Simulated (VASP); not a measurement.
Output of a VASP run:

**OSZICAR**
```
       N       E                     dE             d eps       ncg     rms          rms(c)
DAV:   1     0.766873594011E+02    0.76687E+02   -0.69281E+03  1416   0.111E+03
DAV:   2    -0.148090248889E+02   -0.91496E+02   -0.86502E+02  1892   0.265E+02
DAV:   3    -0.203589856281E+02   -0.55500E+01   -0.55274E+01  1944   0.588E+01
DAV:   4    -0.206730842511E+02   -0.31410E+00   -0.31360E+00  2416   0.110E+01
DAV:   5    -0.206749992714E+02   -0.19150E-02   -0.19149E-02  1912   0.942E-01    0.341E+00
DAV:   6    -0.165050132777E+02    0.41700E+01   -0.16301E+00  1968   0.135E+01    0.312E+00
DAV:   7    -0.161472371774E+02    0.35778E+00   -0.39624E-01  2420   0.744E+00    0.851E-01
DAV:   8    -0.172455529469E+02   -0.10983E+01   -0.42198E-01  1512   0.599E+00    0.127E+00
DAV:   9    -0.163705962177E+02    0.87496E+00   -0.15674E-01  1564   0.442E+00    0.953E-01
DAV:  10    -0.164506425925E+02   -0.80046E-01   -0.23287E-01  1424   0.548E+00    0.263E-01
DAV:  11    -0.164696747123E+02   -0.19032E-01   -0.10230E-02  1744   0.130E+00    0.241E-01
DAV:  12    -0.164364574024E+02    0.33217E-01   -0.17543E-02  1460   0.187E+00    0.253E-01
DAV:  13    -0.164438500436E+02   -0.73926E-02   -0.13558E-02  1424   0.158E+00    0.121E-01
DAV:  14    -0.164675683406E+02   -0.23718E-01   -0.49424E-03  1428   0.986E-01    0.826E-02
DAV:  15    -0.164661369544E+02    0.14314E-02   -0.17870E-04  2020   0.151E-01    0.104E-01
DAV:  16    -0.164737053826E+02   -0.75684E-02   -0.29475E-03  1448   0.716E-01    0.477E-02
DAV:  17    -0.164737405379E+02   -0.35155E-04   -0.14143E-04  1768   0.122E-01    0.273E-02
DAV:  18    -0.164737487217E+02   -0.81837E-05   -0.89105E-06  1820   0.327E-02    0.209E-02
DAV:  19    -0.164737586843E+02   -0.99627E-05   -0.30452E-06  1740   0.195E-02    0.201E-02
DAV:  20    -0.164737585106E+02    0.17374E-06   -0.22190E-06  1716   0.145E-02    0.110E-02
DAV:  21    -0.164737590476E+02   -0.53698E-06   -0.22829E-06  1612   0.183E-02    0.448E-03
DAV:  22    -0.164737581865E+02    0.86109E-06   -0.57202E-07  1640   0.965E-03    0.343E-03
DAV:  23    -0.164737589216E+02   -0.73514E-06   -0.11081E-07  1320   0.493E-03    0.272E-03
DAV:  24    -0.164737588573E+02    0.64341E-07   -0.48825E-08  1308   0.321E-03
   1 F= -.16473759E+02 E0= -.16473759E+02  d E =-.372650E-16
```

**OUTCAR**
```
------------------------ aborting loop because EDIFF is reached ----------------------------------------
  FORCE on cell =-STRESS in cart. coord.  units (eV):
  Direction    XX          YY          ZZ          XY          YZ          ZX
  --------------------------------------------------------------------------------------
  Total        0.4164871     -0.0336824     -0.0336824      0.0000000      0.0000000      0.0000000
  in kB       10.7255662     -0.8674051     -0.8674051      0.0000000      0.0000000      0.0000000
  external PRESSURE =       2.9969187 kB  Pullay stress =       0.0000000 kB
  volume of cell :       62.21
      direct lattice vectors                 reciprocal lattice vectors
     0.000000000  3.145000000  3.145000000    -0.158982512  0.158982512  0.158982512
     3.145000000  0.000000000  3.145000000     0.158982512 -0.158982512  0.158982512
     3.145000000  3.145000000  0.000000000     0.158982512  0.158982512 -0.158982512
 POSITION                                       TOTAL-FORCE (eV/Angst)
 -----------------------------------------------------------------------------------
      6.09000      3.14500      3.14500         0.333097      0.000000      0.000000
      3.14500      3.14500      3.14500        -0.333097      0.000000      0.000000
 -----------------------------------------------------------------------------------
    total drift:                                0.000126      0.000000      0.000000
  FREE ENERGIE OF THE ION-ELECTRON SYSTEM (eV)
  ---------------------------------------------------
  free  energy   TOTEN  =       -16.4737588573 eV

  energy  without entropy=      -16.4737588573  energy(sigma->0) =      -16.47375886
```
(Selected blocks of OUTCAR.)

File POSCAR:
```
KCl
1
    0.0000000000     3.1450000000     3.1450000000
    3.1450000000     0.0000000000     3.1450000000
    3.1450000000     3.1450000000     0.0000000000
K Cl
1 1
Direct
  0.0317965024  -0.0317965024  -0.0317965024
  0.5000000000   0.5000000000   0.5000000000
```

Question: Reconstruct the remaining input files.

Answer: Several could match; the one computed here: the input of the run itself, r2SCAN meta-GGA, plane waves, VASP's PBE PAW potentials (set 64).

KPOINTS:
```
Regular mesh
0
Gamma
8 8 8
```

### INCAR
```
NELM = 100   ! most electronic steps
SIGMA = 0.05   ! width (eV)
LWAVE = .False.
METAGGA = R2SCAN
LMIXTAU = .True.
PREC = Accurate
ENCUT = 480   ! plane-wave cut-off (eV)
SYSTEM = KCl
ALGO = Normal   ! blocked Davidson
EDIFF = 1E-7   ! SCF stop (eV)
LASPH = .True.
ISMEAR = 0   ! Gaussian
LREAL = .False.   ! projection in real space or not
LCHARG = .False.
ISIF = 2   ! forces and stress, cell fixed
```

POTCAR, in this order: K_sv Cl (PBE.64 set). Program: vasp_std.

The compound is KCl in the rock salt structure. This cell was strained or had an atom moved on purpose.
